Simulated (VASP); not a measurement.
# TiC (Fm-3m) in VASP: elastic constants with PBEsol

Aim: the elastic constants of TiC with PBEsol.

Program: VASP 6.6.1. These are calculated values, not measurements. Logs are shortened: lines on timing, memory, paths and dates and some standing lists are left out, and cuts for length are marked.

### Step 1. The structure

The structure is cubic, space group Fm-3m (No. 225). Conventional cell: a = 4.294 Å, b = 4.294 Å, c = 4.294 Å, α = 90.00°, β = 90.00°, γ = 90.00°. Ti (site symmetry m-3m) has 6 C at 2.15 Å as nearest neighbours. C (site symmetry m-3m) is surrounded by 6 Ti at 2.15 Å.

### Step 2. Elastic constants, PBEsol

POSCAR reads:

```
TiC
1.0
    0.0000000000      2.1471057727      2.1471057727
    2.1471057727      0.0000000000      2.1471057727
    2.1471057727      2.1471057727      0.0000000000
  Ti              C
     1     1
Direct
     0.0000000000000000    0.0000000000000000    0.0000000000000000
     0.5000000000000000    0.5000000000000000    0.5000000000000000
```

INCAR.step1 reads:

```
  ALGO = Normal
  EDIFF = 1E-8
  EDIFFG = -0.002
  ENCUT = 600
  GGA = PS
  IBRION = 2
  ISIF = 3
  ISMEAR = 1
  KPAR = 2
  LASPH = True
  LCHARG = False
  LREAL = False
  LWAVE = False
  NELM = 80
  NSW = 40
  PREC = Accurate
  SIGMA = 0.2
```

INCAR.step2 reads:

```
  ALGO = Normal
  EDIFF = 1E-8
  ENCUT = 600
  GGA = PS
  IBRION = 6
  ISIF = 3
  ISMEAR = 1
  KPAR = 2
  LASPH = True
  LCHARG = False
  LREAL = False
  LWAVE = False
  NELM = 80
  NFREE = 2
  NSW = 1
  POTIM = 0.015
  PREC = Accurate
  SIGMA = 0.2
```

KPOINTS reads:

```
k-points
0
Gamma
  28 28 28
```

Potentials or basis: VASP PAW PBE potentials, release 64 (Ti_sv, C).

Run with:

```
$ cat potpaw_PBE.64/Ti_sv/POTCAR potpaw_PBE.64/C/POTCAR > POTCAR
$ cp INCAR.step1 INCAR
$ mpirun -np 2 vasp_std > vasp.out
$ cp CONTCAR POSCAR
$ cp INCAR.step2 INCAR
$ mpirun -np 2 vasp_std > vasp.out
```

OUTCAR:

```text
EDIFF = 1E-8
   ENCUT = 600
   GGA = PS
   IBRION = 6
   ISIF = 3
   ISMEAR = 1
   LASPH = True
   LREAL = False
   NELM = 80
   NFREE = 2
   NSW = 1
   POTIM = 0.015
   PREC = Accurate

 ion  position               nearest neighbor table
   1  0.000  0.000  0.000-   2 2.15   2 2.15   2 2.15   2 2.15   2 2.15   2 2.15
   2  0.500  0.500  0.500-   1 2.15   1 2.15   1 2.15   1 2.15   1 2.15   1 2.15

  LATTYP: Found a face centered cubic cell.
 ALAT       =     4.2942115454

  Lattice vectors:

 A1 = (   0.0000000000,   2.1471057727,   2.1471057727)
 A2 = (   2.1471057727,   0.0000000000,   2.1471057727)
 A3 = (   2.1471057727,   2.1471057727,   0.0000000000)

Analysis of symmetry for initial positions (statically):
=====================================================================
 Subroutine PRICEL returns:
 Original cell was already a primitive cell.

 Routine SETGRP: Setting up the symmetry group for a
 face centered cubic supercell.

 Subroutine GETGRP returns: Found 48 space group operations
 (whereof 48 operations were pure point group operations)
 out of a pool of 48 trial point group operations.

The static configuration has the point symmetry O_h .

Analysis of symmetry for dynamics (positions and initial velocities):
=====================================================================
 Subroutine PRICEL returns:
 Original cell was already a primitive cell.

 Routine SETGRP: Setting up the symmetry group for a
 face centered cubic supercell.

 Subroutine GETGRP returns: Found 48 space group operations
 (whereof 48 operations were pure point group operations)
 out of a pool of 48 trial point group operations.

The dynamic configuration has the point symmetry O_h .

[... 694 lines left out ...]
  band No.  band energies     occupation
      1     -46.5892      2.00000
      2     -23.1455      2.00000
      3     -22.8038      2.00000
      4     -22.7949      2.00000
      5      -0.8772      2.00000
      6       5.7790      2.00000
      7       7.2716      2.00000
      8       7.4429      2.00000
      9      11.6548     -0.00000
     10      11.9591     -0.00000
     11      12.9135     -0.00000
     12      16.2457      0.00000

 [... further k-points ...]

------------------------ aborting loop because EDIFF is reached ----------------------------------------

  FORCE on cell =-STRESS in cart. coord.  units (eV):
  Direction    XX          YY          ZZ          XY          YZ          ZX
  --------------------------------------------------------------------------------------
  -------------------------------------------------------------------------------------
  Total        0.0062369     -0.0021977     -0.0021977     -0.0000000      0.0000000      0.0000000
  in kB        0.5047665     -0.1778636     -0.1778636     -0.0000000      0.0000000      0.0000000
  external PRESSURE =       0.0496798 kB  Pullay stress =       0.0000000 kB
[... 17 lines left out ...]
  FREE ENERGIE OF THE ION-ELECTRON SYSTEM (eV)
  ---------------------------------------------------
  free  energy   TOTEN  =       -19.8014550270 eV

  energy  without entropy=      -19.8016980196  energy(sigma->0) =      -19.80153602

 INTERNAL STRAIN TENSORS FROM STRAINED CELLS
 ============================================

 INTERNAL STRAIN TENSOR FOR ION    1 for displacements in x,y,z  (eV/Angst):
          X           Y           Z          XY          YZ          ZX
  --------------------------------------------------------------------------------
  x     0.00000     0.00000     0.00000     0.00000    -0.00000     0.00000
  y    -0.00000     0.00000     0.00000    -0.00000    -0.00000    -0.00000
  z     0.00000    -0.00000     0.00000    -0.00000     0.00000     0.00000

 INTERNAL STRAIN TENSORS FROM DISPLACED ATOMS
 ============================================

 INTERNAL STRAIN TENSOR FOR ION    1 for displacements in x,y,z  (eV/Angst):
          X           Y           Z          XY          YZ          ZX
  --------------------------------------------------------------------------------
  x     0.00000     0.00000     0.00000     0.00000     0.00000     0.00000
  y     0.00000     0.00000     0.00000     0.00000     0.00000     0.00000
  z     0.00000     0.00000     0.00000     0.00000     0.00000     0.00000

 INTERNAL STRAIN TENSOR FOR ION    2 for displacements in x,y,z  (eV/Angst):
          X           Y           Z          XY          YZ          ZX
  --------------------------------------------------------------------------------
  x     0.00000     0.00000     0.00000     0.00000     0.00000     0.00000
  y     0.00000     0.00000     0.00000     0.00000     0.00000     0.00000
  z     0.00000     0.00000     0.00000     0.00000     0.00000     0.00000

 Eigenvectors and eigenvalues of the dynamical matrix
 ----------------------------------------------------

   1 f  =   16.191175 THz   101.732155 2PiTHz  540.079476 cm-1    66.961291 meV
             X         Y         Z           dx          dy          dz
      0.000000  0.000000  0.000000     0.000000    0.000000   -0.447927
      2.147106  2.147106  2.147106     0.000000   -0.000000    0.894070
[... 21 lines left out ...]
   6 f/i=    0.001842 THz     0.011575 2PiTHz    0.061448 cm-1     0.007619 meV
             X         Y         Z           dx          dy          dz
      0.000000  0.000000  0.000000    -0.571889   -0.683552   -0.071140
      2.147106  2.147106  2.147106    -0.286515   -0.342458   -0.035641

--------------------------------------------------------------------------------------------------------

 ELASTIC MODULI CONTR FROM IONIC RELAXATION (kBar)
 Direction    XX          YY          ZZ          XY          YZ          ZX
 --------------------------------------------------------------------------------
 XX           0.0000      0.0000      0.0000      0.0000      0.0000      0.0000
 YY           0.0000      0.0000      0.0000      0.0000      0.0000      0.0000
 ZZ           0.0000      0.0000      0.0000      0.0000      0.0000      0.0000
 XY           0.0000      0.0000      0.0000      0.0000      0.0000      0.0000
 YZ           0.0000      0.0000      0.0000      0.0000      0.0000      0.0000
 ZX           0.0000      0.0000      0.0000      0.0000      0.0000      0.0000
 --------------------------------------------------------------------------------

 TOTAL ELASTIC MODULI (kBar)
 Direction    XX          YY          ZZ          XY          YZ          ZX
 --------------------------------------------------------------------------------
 XX        5538.6024   1213.7345   1213.7345      0.0000      0.0000      0.0000
 YY        1213.7345   5538.6024   1213.7345      0.0000      0.0000     -0.0000
 ZZ        1213.7345   1213.7345   5538.6024      0.0000      0.0000      0.0000
 XY           0.0000      0.0000      0.0000   1716.3380      0.0000      0.0000
 YZ           0.0000      0.0000      0.0000      0.0000   1716.3380      0.0000
 ZX           0.0000     -0.0000      0.0000      0.0000      0.0000   1716.3380
 --------------------------------------------------------------------------------
```

OUTCAR.step1:

```text
EDIFF = 1E-8
   EDIFFG = -0.002
   ENCUT = 600
   GGA = PS
   IBRION = 2
   ISIF = 3
   ISMEAR = 1
   LASPH = True
   LREAL = False
[... 583 lines left out ...]
      0.00000      0.00000      0.00000         0.000000     -0.000000     -0.000000
      2.14711      2.14711      2.14711        -0.000000      0.000000      0.000000
 -----------------------------------------------------------------------------------
    total drift:                                0.000000     -0.000000     -0.000000

  FREE ENERGIE OF THE ION-ELECTRON SYSTEM (eV)
  ---------------------------------------------------
  free  energy   TOTEN  =       -19.8026137982 eV

  energy  without entropy=      -19.8028520153  energy(sigma->0) =      -19.80269320

 reached required accuracy - stopping structural energy minimisation
```

Wall time 40 min (2 MPI ranks of Intel Xeon Platinum 8488C (Sapphire Rapids), shared host); peak memory 2.7 GiB.

What came out:

- Elastic constants C11, C12, C44: 554, 121, 172 GPa
- Voigt bulk modulus: 266 GPa
- Highest phonon frequency at Γ, LO-TO splitting left out: 540 cm⁻¹

Phonon frequencies in cm⁻¹ (negative: imaginary):
| q point | frequencies |
| --- | --- |
| (0.000, 0.000, 0.000) | 0 0 0 540 540 540 |

Elastic tensor in Voigt notation (GPa, in the Cartesian axes of the cell as first typed):
```
554 121 121   0   0   0
121 554 121   0   0   0
121 121 554   0   0   0
  0   0   0 172   0   0
  0   0   0   0 172   0
  0   0   0   0   0 172
```

Clamped-ion elastic tensor (GPa):
```
554 121 121   0   0   0
121 554 121   0   0   0
121 121 554   0   0   0
  0   0   0 172   0   0
  0   0   0   0 172   0
  0   0   0   0   0 172
```

Caveat: the PAW data sets were made with another functional, which shifts forces and pressure a little.
